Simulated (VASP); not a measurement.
Output of a VASP run:

**OSZICAR**
```
       N       E                     dE             d eps       ncg     rms          rms(c)
DAV:   1     0.734334673838E+03    0.73433E+03   -0.27706E+04  3304   0.224E+03
DAV:   2     0.694655612218E+02   -0.66487E+03   -0.64390E+03  3460   0.617E+02
DAV:   3    -0.650791607689E+02   -0.13454E+03   -0.13075E+03  5152   0.230E+02
DAV:   4    -0.711053718856E+02   -0.60262E+01   -0.60200E+01  4676   0.541E+01
DAV:   5    -0.713547672152E+02   -0.24940E+00   -0.24932E+00  4744   0.890E+00    0.320E+01
DAV:   6    -0.544375897158E+02    0.16917E+02   -0.12254E+02  4252   0.104E+02    0.122E+01
DAV:   7    -0.539773169923E+02    0.46027E+00   -0.18146E+01  4368   0.334E+01    0.777E+00
DAV:   8    -0.540356134646E+02   -0.58296E-01   -0.42206E+00  4276   0.191E+01    0.399E+00
DAV:   9    -0.538672126912E+02    0.16840E+00   -0.15918E+00  4520   0.109E+01    0.104E+00
DAV:  10    -0.538786108190E+02   -0.11398E-01   -0.11239E-01  3960   0.253E+00    0.361E-01
DAV:  11    -0.538764902382E+02    0.21206E-02   -0.15885E-02  4060   0.861E-01    0.656E-02
DAV:  12    -0.538767129214E+02   -0.22268E-03   -0.14436E-03  4656   0.359E-01    0.109E-01
DAV:  13    -0.538765975699E+02    0.11535E-03   -0.73777E-04  4636   0.230E-01    0.118E-02
DAV:  14    -0.538766028275E+02   -0.52576E-05   -0.28925E-05  4292   0.424E-02    0.706E-03
DAV:  15    -0.538766030554E+02   -0.22793E-06   -0.40500E-06  3280   0.212E-02
   1 F= -.53876603E+02 E0= -.53876603E+02  d E =-.538766E+02
```

File OUTCAR:
```
------------------------ aborting loop because EDIFF is reached ----------------------------------------
  FORCE on cell =-STRESS in cart. coord.  units (eV):
  Direction    XX          YY          ZZ          XY          YZ          ZX
  --------------------------------------------------------------------------------------
  Total       -0.0646165     -0.0646165     -0.0381723      0.0000000      0.0000000      0.0000000
  in kB       -1.4752038     -1.4752038     -0.8714786      0.0000000      0.0000000      0.0000000
  external PRESSURE =      -1.2739621 kB  Pullay stress =       0.0000000 kB
  volume of cell :       70.18
      direct lattice vectors                 reciprocal lattice vectors
    -1.901471017  1.901471017  4.852466588     0.000000000  0.262954310  0.103040380
     1.901471017 -1.901471017  4.852466588     0.262954310  0.000000000  0.103040380
     1.901471017  1.901471017 -4.852466588     0.262954310  0.262954310  0.000000000
 POSITION                                       TOTAL-FORCE (eV/Angst)
 -----------------------------------------------------------------------------------
      0.00000      1.90147      2.42623         0.000000      0.000000     -0.000000
      0.00000      0.00000      0.00000         0.000000      0.000000     -0.000000
      0.00000      1.90147      0.42190         0.000000     -0.000000     -0.000419
      0.00000      0.00000      7.70060        -0.000000      0.000000     -0.000419
      0.00000      0.00000      2.00433        -0.000000      0.000000      0.000419
      0.00000      1.90147      4.43056         0.000000     -0.000000      0.000419
 -----------------------------------------------------------------------------------
    total drift:                               -0.000000      0.000000      0.000000
  FREE ENERGIE OF THE ION-ELECTRON SYSTEM (eV)
  ---------------------------------------------------
  free  energy   TOTEN  =       -53.8766030554 eV

  energy  without entropy=      -53.8766030554  energy(sigma->0) =      -53.87660306

 reached required accuracy - stopping structural energy minimisation
```
(Selected blocks of OUTCAR.)

**POSCAR**
```
TiO2
1
   -1.9014710168     1.9014710168     4.8524665875
    1.9014710168    -1.9014710168     4.8524665875
    1.9014710168     1.9014710168    -4.8524665875
Ti O
2 4
Direct
  0.7500000000   0.2500000000   0.5000000000
  0.0000000000   0.0000000000   0.0000000000
  0.5434730834   0.0434730834   0.5000000000
  0.7934730834   0.7934730834   0.0000000000
  0.2065269166   0.2065269166   0.0000000000
  0.9565269166   0.4565269166   0.5000000000
```

Q: Write an INCAR and KPOINTS that could have produced this output.

A: One answer among several that fit: the input of the run itself, PBE GGA, plane waves, VASP's PBE PAW potentials (set 64).

**INCAR**
```
GGA  =  PE   # PBE
IBRION  =  2   # conjugate gradients
ALGO  =  Normal   # blocked Davidson
EDIFFG  =  -0.02
PREC  =  Accurate
EDIFF  =  1E-6
ISMEAR  =  0   # Gaussian
LWAVE  =  .FALSE.
ENCUT  =  620   # plane-wave cut-off (eV)
NELM  =  100   # most electronic steps
LREAL  =  .FALSE.
ISIF  =  3
SIGMA  =  0.05
LCHARG  =  .FALSE.
LASPH  =  .TRUE.
SYSTEM  =  TiO2
LMAXMIX  =  4   # l cut-off of mixed one-centre charges
NSW  =  40   # most ionic steps
```

File KPOINTS:
```
Regular mesh
0
Gamma
 8 8 8
0 0 0
```

POTCAR, in this order: Ti_sv O (PBE.64 set). Program: vasp_std.

The compound is TiO2 in the anatase structure, one of several forms; rutile is the usual stable one. It was relaxed first.
